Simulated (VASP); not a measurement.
# LiY3 (Pm-3m) in VASP: equation of state

Aim: energy against volume of LiY3 in PBE, for its equilibrium volume and stiffness.

Program: VASP 6.6.1. These are calculated values, not measurements. Logs are shortened: lines on timing, memory, paths and dates and some standing lists are left out, and cuts for length are marked.

## 1. Starting point

Symmetry: Pm-3m, No. 221, cubic system. Conventional cell: a = 4.920 Å, b = 4.920 Å, c = 4.920 Å, α = 90.00°, β = 90.00°, γ = 90.00°. Around Y (site symmetry 4/mmm) lie 8 Y at 3.48 Å and 4 Li at 3.48 Å. Li (site symmetry m-3m) has 12 Y at 3.48 Å as nearest neighbours.

The cell comes from a database or a generator and needn't be the stable form of this composition.

## 2. Equation of state, PBE, 27.98 Å³/atom (volume scaled by 0.94)

The input, INCAR:

```
PREC     = Accurate       # precision mode
ENCUT    = 520            # plane-wave cutoff, eV
EDIFF    = 1E-7           # SCF threshold, eV
ISMEAR   = -1             # smearing method
SIGMA    = 0.05           # smearing width, eV
LREAL    = False          # projectors in reciprocal space
LASPH    = True           # aspherical terms in the spheres
NELM     = 80             # most SCF steps
ALGO     = Normal         # electronic algorithm
ISIF     = 2              # what is computed and relaxed
LWAVE    = False          # write WAVECAR
LCHARG   = False          # write CHGCAR
GGA      = PE             # functional
NBANDS   = 26             # bands
```

The input, KPOINTS:

```
regular mesh
0
Gamma
  6 6 6
```

The input, POSCAR:

```
LiY3
1.0
    4.8192766362      0.0000000000      0.0000000000
    0.0000000000      4.8192766362      0.0000000000
    0.0000000000      0.0000000000      4.8192766362
Y Li
3 1
Direct
    0.0000000000      0.5000000000      0.5000000000
    0.5000000000      0.0000000000      0.5000000000
    0.5000000000      0.5000000000      0.0000000000
    0.0000000000      0.0000000000      0.0000000000
```

Potentials or basis: VASP PAW PBE potentials, release 64 (Y_sv, Li_sv).

On the command line:

```
$ cat potpaw_PBE.64/Y_sv/POTCAR potpaw_PBE.64/Li_sv/POTCAR > POTCAR
$ mpirun -np 1 vasp_std > vasp.out
```

OUTCAR:

```text
PREC = Accurate
   ENCUT = 520
   EDIFF = 1E-7
   ISMEAR = -1
   LREAL = False
   LASPH = True
   NELM = 80
   ISIF = 2
   GGA = PE

 Found     20 irreducible k-points:

 Following reciprocal coordinates:
            Coordinates               Weight
  0.000000  0.000000  0.000000      1.000000
  0.166667  0.000000  0.000000      6.000000
  0.333333  0.000000  0.000000      6.000000
  0.500000  0.000000  0.000000      3.000000
  0.166667  0.166667  0.000000     12.000000
  0.333333  0.166667  0.000000     24.000000
   k-points           NKPTS =     20   k-points in BZ     NKDIM =     20   number of bands    NBANDS=     26
   number of dos      NEDOS =    301   number of ions     NIONS =      4
   total plane-waves  NPLWV =  46656
   dimension x,y,z NGX =    36 NGY =   36 NGZ =   36
   dimension x,y,z NGXF=    72 NGYF=   72 NGZF=   72
   ions per type =               3   1
   NGX,Y,Z   is equivalent  to a cutoff of  12.42, 12.42, 12.42 a.u.
   NGXF,Y,Z  is equivalent  to a cutoff of  24.84, 24.84, 24.84 a.u.
 SYSTEM =  unknown system
   PREC   = accura    normal or accurate (medium, high low for compatibility)
   ISTART =      0    job   : 0-new  1-cont  2-samecut
   ICHARG =      2    charge: 1-file 2-atom 10-const
   ISPIN  =      1    spin polarized calculation?
   LNONCOLLINEAR =      F non collinear calculations
   LSORBIT =      F    spin-orbit coupling
   LASPH  =      T    aspherical Exc in radial PAW
   ENCUT  =  520.0 eV  38.22 Ry    6.18 a.u.   8.96  8.96  8.96*2*pi/ulx,y,z
   NELM   =     80;   NELMIN=  2; NELMDL= -5     # of ELM steps
   EDIFF  = 0.1E-06   stopping-criterion for ELM
   LREAL  =      F    real-space projection
   EDIFFG = 0.1E-05   stopping-criterion for IOM
   NSW    =      0    number of steps for IOM
   IBRION =     -1    ionic relax: 0-MD 1-quasi-New 2-CG
   NFREE  =      0    steps in history (QN), initial steepest desc. (CG)
   ISIF   =      2    stress and relaxation
   ISYM   =      2    0-nonsym 1-usesym 2-fastsym
   POTIM  = 0.5000    time-step for ionic-motion
   TEBEG  =    0.0;   TEEND  =   0.0 temperature during run
   PSTRESS=    0.0 pullay stress
   NELECT =      36.0000    total number of electrons
   NUPDOWN=      -1.0000    fix difference up-down
   EMIN   =  10.00;   EMAX   =-10.00  energy-range for DOS
   EFERMI =   0.00;   METHOD = LEGACY
   ISMEAR =    -1;   SIGMA  =   0.05  broadening in eV -4-tet -1-fermi 0-gaus
   EFERMI_NEDOS =   21; number of points for ismear=-14 and -15
   IALGO  =     38    algorithm
   IMIX   =      4    mixing-type and parameters
     AMIX     =   0.40;   BMIX     =  1.00
     AMIX_MAG =   1.60;   BMIX_MAG =  1.00
  volume/ion in A,a.u.               =      27.98       188.83
  Fermi-wavevector in a.u.,A,eV,Ry     =   1.121658  2.119626 17.117718  1.258117
  Thomas-Fermi vector in A             =   2.258313
   LORBIT       =      0    0 simple, 1 ext, 2 COOP (PROOUT), +10 PAW based schemes
   GGA     = PE    functional components
   LHFCALC =     F    Hartree Fock is set to
   AEXX    =    0.0000 exact exchange contribution
   IVDW    =     0    specifies the selected vdW correction
   LEPSILON=     F    determine dielectric tensor
   LRPA    =     F    only Hartree local field effects (RPA)
 non-spin polarized calculation
  energy-cutoff  :      520.00
  volume of cell :      111.93
 maximum number of plane-waves:      3040
 NGX is ok and might be reduce to    36
   NGX = 17   NGY = 17   NGZ = 17

 number of electron      35.9999994 magnetization

 Free energy of the ion-electron system (eV)
  ---------------------------------------------------
  ext. energy  EPLUGINS =         0.00000000
  ---------------------------------------------------
  free energy    TOTEN  =       -20.39952921 eV

  energy without entropy =      -20.34117086  energy(sigma->0) =      -20.37035004

 E-fermi :   2.8496     XC(G=0):  -9.2398

 val. band max:        2.8485730986   @ k =   0.5000   0.0000   0.0000
 cond. band min:       2.8674604106   @ k =   0.5000   0.0000   0.0000
 fundamental gap:      0.0188873120
 Fermi energy:         2.8495577836

 k-point     1 :       0.0000    0.0000    0.0000
  band No.  band energies     occupation
      1     -42.5705      2.00000
      2     -39.8314      2.00000
      3     -39.7113      2.00000
      4     -39.7113      2.00000
      5     -20.0876      2.00000
      6     -20.0876      2.00000
      7     -20.0876      2.00000
      8     -19.7081      2.00000
      9     -19.7081      2.00000
     10     -19.7081      2.00000
     11     -19.4960      2.00000
     12     -19.4960      2.00000
     13     -19.4960      2.00000
     14      -1.7372      2.00000
     15       0.7320      2.00000
     16       2.0669      2.00000
     17       2.0669      2.00000
     18       2.4271      1.99957
     19       2.4271      1.99957
     20       2.4271      1.99957
     21       4.9736      0.00000
     22       4.9736      0.00000
     23       4.9736      0.00000
     24       6.0557      0.00000
     25       6.0557      0.00000
     26       6.0557      0.00000

 k-point     2 :       0.1667    0.0000    0.0000
  band No.  band energies     occupation
      1     -42.5705      2.00000
      2     -39.8243      2.00000
      3     -39.7184      2.00000
      4     -39.7112      2.00000
      5     -20.0655      2.00000
      6     -20.0655      2.00000
      7     -20.0533      2.00000
      8     -19.7162      2.00000
      9     -19.7162      2.00000
     10     -19.7114      2.00000
     11     -19.5411      2.00000
     12     -19.5120      2.00000
     13     -19.5120      2.00000
     14      -1.5002      2.00000
     15       0.8936      2.00000
     16       1.8827      2.00000
     17       2.3158      1.99995
     18       2.5139      1.99757
     19       2.5244      1.99701
     20       2.5244      1.99701
     21       4.6175      0.00000
     22       4.6175      0.00000
     23       4.8487      0.00000
     24       5.8069      0.00000
     25       6.3857      0.00000
     26       6.3857      0.00000

 k-point     3 :       0.3333    0.0000    0.0000
  band No.  band energies     occupation
      1     -42.5705      2.00000
      2     -39.8060      2.00000
      3     -39.7367      2.00000
      4     -39.7110      2.00000
      5     -20.0122      2.00000
      6     -20.0122      2.00000
      7     -19.9564      2.00000
      8     -19.7423      2.00000
      9     -19.7423      2.00000
     10     -19.7181      2.00000
     11     -19.6596      2.00000
     12     -19.5431      2.00000
     13     -19.5431      2.00000
     14      -0.8578      2.00000
     15       1.0415      2.00000
     16       1.5614      2.00000
     17       2.7201      1.86027
     18       2.7434      1.78626
     19       2.7434      1.78626
     20       2.9701      0.16472
     21       4.2217      0.00000
     22       4.2217      0.00000
     23       4.7000      0.00000
     24       5.3128      0.00000
     25       5.8773      0.00000
     26       6.2793      0.00000

 k-point     4 :       0.5000    0.0000    0.0000
  band No.  band energies     occupation
      1     -42.5705      2.00000
      2     -39.7914      2.00000
      3     -39.7513      2.00000
      4     -39.7110      2.00000
      5     -19.9771      2.00000
      6     -19.9771      2.00000
      7     -19.8336      2.00000
      8     -19.7931      2.00000
      9     -19.7649      2.00000
     10     -19.7649      2.00000
     11     -19.7214      2.00000
     12     -19.5576      2.00000
     13     -19.5576      2.00000
     14      -0.2317      2.00000
     15       0.5296      2.00000
     16       1.7249      2.00000
     17       2.8486      1.00985
     18       2.8675      0.82286
     19       2.8675      0.82286
     20       3.4780      0.00001
     21       4.0922      0.00000
     22       4.0922      0.00000
     23       4.8152      0.00000
     24       5.0546      0.00000
     25       5.1075      0.00000
     26       6.0235      0.00000

 k-point     5 :       0.1667    0.1667    0.0000
  band No.  band energies     occupation
      1     -42.5705      2.00000
      2     -39.8176      2.00000
      3     -39.7212      2.00000
      4     -39.7149      2.00000
      5     -20.0803      2.00000
      6     -20.0429      2.00000
      7     -19.9909      2.00000
      8     -19.7596      2.00000
      9     -19.7221      2.00000
     10     -19.6823      2.00000
     11     -19.5990      2.00000
     12     -19.5306      2.00000
     13     -19.5008      2.00000
     14      -1.2718      2.00000
     15       1.0580      2.00000
     16       1.9221      2.00000
     17       2.3104      1.99996
     18       2.4729      1.99893
     19       2.5774      1.99139
     20       2.7694      1.66500
     21       4.2508      0.00000
     22       4.5393      0.00000
     23       4.5846      0.00000
     24       5.9964      0.00000
     25       6.2489      0.00000
     26       6.5534      0.00000

 k-point     6 :       0.3333    0.1667    0.0000
  band No.  band energies     occupation
      1     -42.5705      2.00000
      2     -39.8002      2.00000
      3     -39.7371      2.00000
      4     -39.7162      2.00000
      5     -20.0477      2.00000
      6     -19.9876      2.00000
      7     -19.9034      2.00000
      8     -19.8224      2.00000
      9     -19.7434      2.00000
     10     -19.6926      2.00000
     11     -19.6498      2.00000
     12     -19.5685      2.00000
     13     -19.5238      2.00000
     14      -0.6464      2.00000
     15       1.2018      2.00000
     16       1.6835      2.00000
     17       2.5875      1.98947
     18       2.6161      1.98142
     19       2.9115      0.44896
     20       3.0544      0.03274
     21       3.9081      0.00000
     22       4.0686      0.00000
     23       4.6213      0.00000
     24       5.3273      0.00000
     25       5.7839      0.00000
     26       6.4423      0.00000

 [... further k-points ...]

------------------------ aborting loop because EDIFF is reached ----------------------------------------

  FORCE on cell =-STRESS in cart. coord.  units (eV):
  Direction    XX          YY          ZZ          XY          YZ          ZX
  --------------------------------------------------------------------------------------
  -------------------------------------------------------------------------------------
  Total        1.4491988      1.4491988      1.4491988      0.0000000      0.0000000     -0.0000000
  in kB       20.7440227     20.7440227     20.7440227      0.0000000      0.0000000     -0.0000000
  external PRESSURE =      20.7440227 kB  Pullay stress =       0.0000000 kB

 VOLUME and BASIS-vectors are now :
 -----------------------------------------------------------------------------
  energy-cutoff  :      520.00
  volume of cell :      111.93
      direct lattice vectors                 reciprocal lattice vectors
     4.819276636  0.000000000  0.000000000     0.207500020  0.000000000  0.000000000
     0.000000000  4.819276636  0.000000000     0.000000000  0.207500020  0.000000000
     0.000000000  0.000000000  4.819276636     0.000000000  0.000000000  0.207500020

 POSITION                                       TOTAL-FORCE (eV/Angst)
 -----------------------------------------------------------------------------------
      0.00000      2.40964      2.40964         0.000000      0.000000      0.000000
      2.40964      0.00000      2.40964         0.000000      0.000000      0.000000
      2.40964      2.40964      0.00000         0.000000      0.000000      0.000000
      0.00000      0.00000      0.00000         0.000000      0.000000      0.000000
 -----------------------------------------------------------------------------------
    total drift:                                0.000000      0.000000      0.000000

  FREE ENERGIE OF THE ION-ELECTRON SYSTEM (eV)
  ---------------------------------------------------
  free  energy   TOTEN  =       -20.3995292098 eV

  energy  without entropy=      -20.3411708648  energy(sigma->0) =      -20.37035004
```

Wall time 37 s (1 thread of Intel Xeon 6975P-C (Granite Rapids), shared host); peak memory 0.24 GiB.

What came out:

```
Free energy            : -20.3995 eV
Band gap on the k mesh : none (metal or under the smearing width)
```

Caveat: the cutoff is under 1.25 times the usual one of these potentials, so pressure, stress and relaxed cells hold a basis-set (Pulay) error.

(Part 1 of 2 ends here.)
